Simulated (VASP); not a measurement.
MnO2:

```
Mn O
1.0
     4.39600    0.00000    0.00000
     0.00000    4.39600    0.00000
     0.00000    0.00000    2.87100
Mn O
2 4
Direct
  0.00000 0.00000 0.00000
  0.50000 0.50000 0.50000
  0.30200 0.30200 0.00000
  0.19800 0.80200 0.50000
  0.69800 0.69800 0.00000
  0.80200 0.19800 0.50000
```

Base run:

- Program: VASP 6.6.1
- Functional: PBEsol
- Potentials or basis: VASP PAW PBE potentials, release 64 (Mn_pv, O)
- Cutoff: 520 eV
- k mesh: 5 × 5 × 8
- Occupations: gaussian, width 0.05 eV
- Spin: collinear spin, ferromagnetic start
- Starting moments: [4.0, 4.0, 0.0, 0.0, 0.0, 0.0] μB
- Hubbard terms: Mn d U = 4 eV

Its results: band gap on the k mesh none (metal or under the smearing width); pressure 2.9 GPa; net moment 6.03 μB per cell; site moments Mn +3.03; O -0.04 μB; largest force 0.481 eV/Å.

The run is repeated on the same cell with these changes: spin from collinear spin, ferromagnetic start to collinear spin, antiferromagnetic start; moments at the start from [4.0, 4.0, 0.0, 0.0, 0.0, 0.0] to [4.0, -4.0, 0.0, 0.0, 0.0, 0.0]. What comes out?

Band gap on the k mesh 0.28 eV, direct; pressure 1.1 GPa; net moment 0.00 μB per cell; site moments Mn +2.93, -2.93; O -0.00, +0.00 μB; largest force 0.488 eV/Å.

Caveats: the PAW data sets were made with another functional, which shifts forces and pressure a little; an odd mesh through Γ misses points on the zone boundary, where band edges often lie (some runs).

Not every run made on this cell is shown here.
